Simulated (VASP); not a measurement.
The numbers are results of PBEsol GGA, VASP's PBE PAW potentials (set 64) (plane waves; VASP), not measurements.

A VASP calculation is set up with these files.

File POSCAR:
```
MoS
1
    0.0000000000     2.4468429138     2.4468429138
    2.4468429138    -0.0000000000     2.4468429138
    2.4468429138     2.4468429138     0.0000000000
Mo S
1 1
Direct
  0.0000000000   0.0000000000   0.0000000000
  0.5000000000   0.5000000000   0.5000000000
```

### INCAR
```
SYSTEM = MoS
PREC = Accurate; ENCUT = 400; LREAL = F
LASPH = T
EDIFF = 1E-7; NELM = 100; ALGO = Normal
LMAXMIX = 4
ISMEAR = -5
GGA = PS
ISIF = 2
LWAVE = F; LCHARG = T; LORBIT = 11
NEDOS = 601
```

### KPOINTS
```
Automatic mesh
0
Gamma
14 14 14
0 0 0
```

POTCAR, in this order: Mo_sv S (PBE.64 set). Program: vasp_std.

The run wrote:

### OSZICAR
```
       N       E                     dE             d eps       ncg     rms          rms(c)
DAV:   1     0.111171849894E+03    0.11117E+03   -0.97494E+03  2958   0.116E+03
DAV:   2    -0.135775892054E+02   -0.12475E+03   -0.12261E+03  3650   0.318E+02
DAV:   3    -0.167340736934E+02   -0.31565E+01   -0.31053E+01  3568   0.476E+01
DAV:   4    -0.167567482083E+02   -0.22675E-01   -0.22695E-01  3344   0.420E+00
DAV:   5    -0.167569566690E+02   -0.20846E-03   -0.20864E-03  3560   0.391E-01    0.215E+01
DAV:   6    -0.159986687902E+02    0.75829E+00   -0.44237E+00  3146   0.164E+01    0.851E+00
DAV:   7    -0.159714129363E+02    0.27256E-01   -0.22439E-01  2990   0.420E+00    0.534E+00
DAV:   8    -0.159631760757E+02    0.82369E-02   -0.26528E-02  3386   0.123E+00    0.431E-01
DAV:   9    -0.159630691178E+02    0.10696E-03   -0.46989E-04  3158   0.194E-01    0.271E-01
DAV:  10    -0.159630871144E+02   -0.17997E-04   -0.28807E-04  3368   0.156E-01    0.364E-02
DAV:  11    -0.159630500721E+02    0.37042E-04   -0.41345E-05  3098   0.632E-02    0.185E-02
DAV:  12    -0.159630603754E+02   -0.10303E-04   -0.21636E-06  3170   0.119E-02    0.323E-03
DAV:  13    -0.159630608485E+02   -0.47312E-06   -0.60894E-08  1804   0.216E-03    0.483E-04
DAV:  14    -0.159630612244E+02   -0.37587E-06   -0.10317E-08  1486   0.775E-04    0.191E-04
DAV:  15    -0.159630611792E+02    0.45183E-07   -0.15695E-09  1480   0.290E-04
   1 F= -.15963061E+02 E0= -.15963061E+02  d E =0.000000E+00
```

File OUTCAR:
```
------------------------ aborting loop because EDIFF is reached ----------------------------------------
  FORCE on cell =-STRESS in cart. coord.  units (eV):
  Direction    XX          YY          ZZ          XY          YZ          ZX
  --------------------------------------------------------------------------------------
  Total        0.0069105      0.0069105      0.0069105      0.0000000     -0.0000000      0.0000000
  in kB        0.3778969      0.3778969      0.3778969      0.0000000     -0.0000000      0.0000000
  external PRESSURE =       0.3778969 kB  Pullay stress =       0.0000000 kB
  volume of cell :       29.30
      direct lattice vectors                 reciprocal lattice vectors
     0.000000000  2.446842914  2.446842914    -0.204344953  0.204344953  0.204344953
     2.446842914  0.000000000  2.446842914     0.204344953 -0.204344953  0.204344953
     2.446842914  2.446842914  0.000000000     0.204344953  0.204344953 -0.204344953
 POSITION                                       TOTAL-FORCE (eV/Angst)
 -----------------------------------------------------------------------------------
      0.00000      0.00000      0.00000         0.000000     -0.000000     -0.000000
      2.44684      2.44684      2.44684        -0.000000      0.000000      0.000000
 -----------------------------------------------------------------------------------
    total drift:                                0.000000     -0.000000     -0.000000
  FREE ENERGIE OF THE ION-ELECTRON SYSTEM (eV)
  ---------------------------------------------------
  free  energy   TOTEN  =       -15.9630611792 eV

  energy  without entropy=      -15.9630611792  energy(sigma->0) =      -15.96306118

 total charge

# of ion       s       p       d       tot
------------------------------------------
    1        2.226   6.133   4.127  12.485
    2        1.304   2.398   0.000   3.703
--------------------------------------------------
tot          3.530   8.531   4.127  16.188
```
(Selected blocks of OUTCAR.)

### OUTCAR
```
 val. band max:       12.0722750385   @ k =   0.5000   0.0000   0.0000

 cond. band min:      11.8702790201   @ k =  -0.1429   0.1429   0.0000


 Fermi energy:        12.0186031291

 k-point     1 :       0.0000    0.0000    0.0000
  band No.  band energies     occupation
      1     -49.3347      2.00000
      2     -23.4387      2.00000
      3     -23.4387      2.00000
      4     -23.4387      2.00000
      5      -4.5443      2.00000
      6       9.0456      2.00000
      7       9.0456      2.00000
      8       9.0456      2.00000
      9       9.4592      2.00000
     10       9.4592      2.00000
     11       9.4592      2.00000
     12       9.9124      2.00000
     13       9.9124      2.00000
     14      15.7841      0.00000

 k-point     2 :       0.0714    0.0000    0.0000
  band No.  band energies     occupation
      1     -49.3336      2.00000
      2     -23.4515      2.00000
      3     -23.4401      2.00000
      4     -23.4401      2.00000
      5      -4.4638      2.00000
      6       8.2827      2.00000
      7       8.3499      2.00000
      8       8.3499      2.00000
      9       9.5982      2.00000
     10       9.5982      2.00000
     11       9.9493      2.00000
     12      10.6779      2.00000
     13      10.6779      2.00575
     14      16.1104      0.00000

 k-point     3 :       0.1429    0.0000    0.0000
  band No.  band energies     occupation
      1     -49.3308      2.00000
      2     -23.4872      2.00000
      3     -23.4438      2.00000
      4     -23.4438      2.00000
      5      -4.2302      2.00000
      6       7.1744      2.00000
      7       7.5013      2.00000
      8       7.5013      2.00000
      9       9.8676      2.00000
     10       9.8676      2.00000
     11      10.3862      2.00000
     12      11.8715      1.72752
     13      11.8715      0.87467
     14      16.9067      0.00000

 k-point     4 :       0.2143    0.0000    0.0000
  band No.  band energies     occupation
...
```

For a metal the tetrahedron method with Blöchl corrections gives inexact stress and forces.

The structure was generated: MoS was put into the rock salt type (Fm-3m), which need not be its known phase. It was relaxed first, which changed the volume by -33 %.
